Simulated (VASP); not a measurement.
Here is the system:

```yaml
crystal:
  lattice:
    - [2.36392, -2.37756, 0.00000]
    - [2.36392, 2.37756, 0.00000]
    - [0.00000, 0.00000, 5.65396]
  atoms:
    - { symbol: Ag, position: [0.50000, 0.00000, 0.50000] }
    - { symbol: Ag, position: [0.00000, 0.50000, 0.00000] }
    - { symbol: O, position: [0.00000, 0.00000, 0.25000] }
    - { symbol: O, position: [0.00000, 0.00000, 0.75000] }
```

Method: PBEsol GGA, VASP's PBE PAW potentials (set 64) (plane waves; VASP). Settings: 400 eV cut-off, 9×9×6 Γ-centred mesh, Fermi-Dirac smearing of 0.10 eV, potentials Ag O.

Question: Give the energies of bands 7 to 20 at the high-symmetry points, in eV from the Fermi level.

Answer: 
```json
[
 {"band": "7", "Γ": "-4.03", "Y": "-4.05", "C0": "-4.05", "Z": "-3.93", "A0": "-4.90", "T": "-4.90", "S": "-4.35", "R": "-3.95"},
 {"band": "8", "Γ": "-3.65", "Y": "-3.36", "C0": "-3.36", "Z": "-3.93", "A0": "-4.90", "T": "-4.90", "S": "-4.16", "R": "-3.51"},
 {"band": "9", "Γ": "-3.19", "Y": "-3.35", "C0": "-3.35", "Z": "-3.93", "A0": "-3.66", "T": "-3.66", "S": "-3.74", "R": "-3.39"},
 {"band": "10", "Γ": "-3.17", "Y": "-3.21", "C0": "-3.22", "Z": "-3.93", "A0": "-3.66", "T": "-3.66", "S": "-3.41", "R": "-3.35"},
 {"band": "11", "Γ": "-3.17", "Y": "-3.20", "C0": "-3.20", "Z": "-3.12", "A0": "-3.07", "T": "-3.07", "S": "-3.24", "R": "-3.32"},
 {"band": "12", "Γ": "-3.06", "Y": "-3.16", "C0": "-3.16", "Z": "-3.12", "A0": "-3.07", "T": "-3.07", "S": "-3.19", "R": "-3.13"},
 {"band": "13", "Γ": "-2.78", "Y": "-3.07", "C0": "-3.07", "Z": "-2.36", "A0": "-1.98", "T": "-1.98", "S": "-2.85", "R": "-3.08"},
 {"band": "14", "Γ": "-2.78", "Y": "-3.07", "C0": "-3.07", "Z": "-2.36", "A0": "-1.98", "T": "-1.98", "S": "-2.07", "R": "-2.56"},
 {"band": "15", "Γ": "-1.95", "Y": "-2.35", "C0": "-2.34", "Z": "-1.73", "A0": "-1.69", "T": "-1.69", "S": "-1.81", "R": "-2.44"},
 {"band": "16", "Γ": "-1.85", "Y": "-1.38", "C0": "-1.38", "Z": "-1.73", "A0": "-1.69", "T": "-1.69", "S": "-1.63", "R": "-2.29"},
 {"band": "17", "Γ": "0.64", "Y": "-1.38", "C0": "-1.38", "Z": "0.22", "A0": "-0.70", "T": "-0.70", "S": "0.03", "R": "-0.30"},
 {"band": "18", "Γ": "0.68", "Y": "0.95", "C0": "0.95", "Z": "0.22", "A0": "-0.70", "T": "-0.70", "S": "0.49", "R": "0.71"},
 {"band": "19", "Γ": "0.69", "Y": "2.74", "C0": "2.74", "Z": "2.77", "A0": "4.43", "T": "4.43", "S": "4.17", "R": "4.05"},
 {"band": "20", "Γ": "5.09", "Y": "7.09", "C0": "7.08", "Z": "2.77", "A0": "4.43", "T": "4.43", "S": "4.83", "R": "5.17"}
]
```

It has no gap at this level: it comes out as a metal or semimetal.

The structure comes from a computed database's AgO entry (Cccm); how it stands against other phases isn't given here. The cell was not relaxed at this level.
